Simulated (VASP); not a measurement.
A run of VASP 6.6.1 is set up as follows.

The input INCAR:

```
SYSTEM = Ge2Sb2Te5
PREC = Accurate ; ENCUT = 520
EDIFF = 1E-7 ; ISMEAR = 0
SIGMA = 0.02 ; LREAL = .FALSE.
LASPH = .TRUE. ; NELM = 100
ALGO = Normal ; ISIF = 2
LWAVE = .FALSE. ; LCHARG = .FALSE.
GGA = PE ; ICORELEVEL = 1
```

The input KPOINTS:

```
regular mesh
0
G
  4 4 3
  0 0 0
```

The input POSCAR:

```
Ge2Sb2Te5
1.0
    6.8391360000     -3.0660060000      0.0000000000
    6.8391360000      3.0660060000      0.0000000000
   -6.8309770000      0.0000000000      6.8476090000
Te Sb Ge
5 2 2
Direct
    0.5947020000      0.5947020000      0.3864330000
    0.7952880000      0.7952880000      0.1961120000
    0.0083240000      0.0083240000      0.0064350000
    0.2065190000      0.2065190000      0.8098030000
    0.3999590000      0.3999590000      0.5971180000
    0.9017080000      0.9017080000      0.5878730000
    0.1118700000      0.1118700000      0.4173520000
    0.2842870000      0.2842870000      0.1878300000
    0.4973430000      0.4973430000      0.0110440000
```

Potentials or basis: VASP PAW PBE potentials, release 64 (Te, Sb, Ge_d).

The run is started by

```bash
$ cat potpaw_PBE.64/Te/POTCAR potpaw_PBE.64/Sb/POTCAR potpaw_PBE.64/Ge_d/POTCAR > POTCAR
$ mpirun -np 1 vasp_std > vasp.out
```

Q: Estimate the band gap on the k mesh.

A: 0.06 eV, direct.

Q: What does it give for the largest force?

A: 0.151 eV/Å.

Q: Predict the pressure.

A: -0.2 GPa.

Stress tensor (GPa, compression positive):
```
-0.20  0.00 -0.12
 0.00 -0.18  0.00
-0.12  0.00 -0.08
```

Caveat: spin-orbit coupling is left out, which moves the levels of the heavy elements; an odd mesh through Γ misses points on the zone boundary, where band edges often lie.
